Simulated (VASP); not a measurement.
These are PBE GGA, VASP's PBE PAW potentials (set 64) (plane waves; VASP 6.6.1) values and carry that method's errors.

The input files of a VASP run:

File POSCAR:
```
AlNi
1
    2.8095220000     0.0000000000     0.0000000000
    0.0000000000     2.8095220000     0.0000000000
    0.0000000000     0.0000000000     2.8095220000
Al Ni
1 1
Direct
  0.5000000000   0.5000000000   0.5000000000
  0.0000000000   0.0000000000   0.0000000000
```

**INCAR**
```
SIGMA = 0.136
ISMEAR = 0   # Gaussian
ENCUT = 300   # plane-wave cut-off (eV)
LWAVE = .False.
ISIF = 2   # forces and stress, cell fixed
PREC = Accurate
NELM = 100
SYSTEM = AlNi
LCHARG = .False.
LASPH = .True.   # aspherical one-centre terms
GGA = PE   # PBE
LMAXMIX = 4   # l cut-off of mixed one-centre charges
LREAL = .False.   # projection in real space or not
ALGO = Normal   # blocked Davidson
EDIFF = 1E-6   # SCF stop (eV)
```

KPOINTS:
```
Automatic
0
gamma
11 11 11
0 0 0
```

POTCAR, in this order: Al Ni (PBE.64 set). Program: vasp_std.

The resulting files:

File OSZICAR:
```
       N       E                     dE             d eps       ncg     rms          rms(c)
DAV:   1     0.273479672864E+02    0.27348E+02   -0.40942E+03  1184   0.887E+02
DAV:   2    -0.112199162103E+02   -0.38568E+02   -0.36594E+02  1126   0.169E+02
DAV:   3    -0.119300304298E+02   -0.71011E+00   -0.70640E+00  1332   0.282E+01
DAV:   4    -0.119395516669E+02   -0.95212E-02   -0.95188E-02  1280   0.312E+00
DAV:   5    -0.119397774473E+02   -0.22578E-03   -0.22578E-03  1262   0.468E-01    0.123E+01
DAV:   6    -0.133654146637E+02   -0.14256E+01   -0.53651E+01  1238   0.123E+02    0.143E+01
DAV:   7    -0.104580023399E+02    0.29074E+01   -0.15577E+01  1234   0.727E+01    0.111E+00
DAV:   8    -0.104545463676E+02    0.34560E-02   -0.31178E-01  1286   0.667E+00    0.112E+00
DAV:   9    -0.104392204674E+02    0.15326E-01   -0.66361E-02  1290   0.414E+00    0.184E-01
DAV:  10    -0.104388649504E+02    0.35552E-03   -0.20875E-03  1304   0.766E-01    0.781E-02
DAV:  11    -0.104388639964E+02    0.95398E-06   -0.47101E-05  1414   0.865E-02    0.313E-02
DAV:  12    -0.104388610939E+02    0.29026E-05   -0.83614E-06  1192   0.491E-02    0.436E-03
DAV:  13    -0.104388610468E+02    0.47116E-07   -0.18972E-07   572   0.433E-03
   1 F= -.10438861E+02 E0= -.10433499E+02  d E =-.107237E-01
```

File OUTCAR:
```
------------------------ aborting loop because EDIFF is reached ----------------------------------------
  FORCE on cell =-STRESS in cart. coord.  units (eV):
  Direction    XX          YY          ZZ          XY          YZ          ZX
  --------------------------------------------------------------------------------------
  Total        2.3637497      2.3637497      2.3637497      0.0000000     -0.0000000      0.0000000
  in kB      170.7712537    170.7712537    170.7712537      0.0000000     -0.0000000      0.0000000
  external PRESSURE =     170.7712537 kB  Pullay stress =       0.0000000 kB
  volume of cell :       22.18
      direct lattice vectors                 reciprocal lattice vectors
     2.809522000  0.000000000  0.000000000     0.355932433  0.000000000  0.000000000
     0.000000000  2.809522000  0.000000000     0.000000000  0.355932433  0.000000000
     0.000000000  0.000000000  2.809522000     0.000000000  0.000000000  0.355932433
 POSITION                                       TOTAL-FORCE (eV/Angst)
 -----------------------------------------------------------------------------------
      1.40476      1.40476      1.40476         0.000000      0.000000      0.000000
      0.00000      0.00000      0.00000         0.000000      0.000000      0.000000
 -----------------------------------------------------------------------------------
    total drift:                                0.000000      0.000000      0.000000
  FREE ENERGIE OF THE ION-ELECTRON SYSTEM (eV)
  ---------------------------------------------------
  free  energy   TOTEN  =       -10.4388610468 eV

  energy  without entropy=      -10.4281373379  energy(sigma->0) =      -10.43349919
```
(Selected blocks of OUTCAR.)

At this cut-off the stress carries a Pulay error, which pulls relaxed volumes low.

The structure comes from a computed database's AlNi entry (Pm-3m); how it stands against other phases isn't given here. The cell was not relaxed at this level, and its volume differs by -5.9 % from the start's. The run is not spin-polarised, so no magnetic state was tried. The electron count is odd and the run is not spin-polarised, which forces a metal.
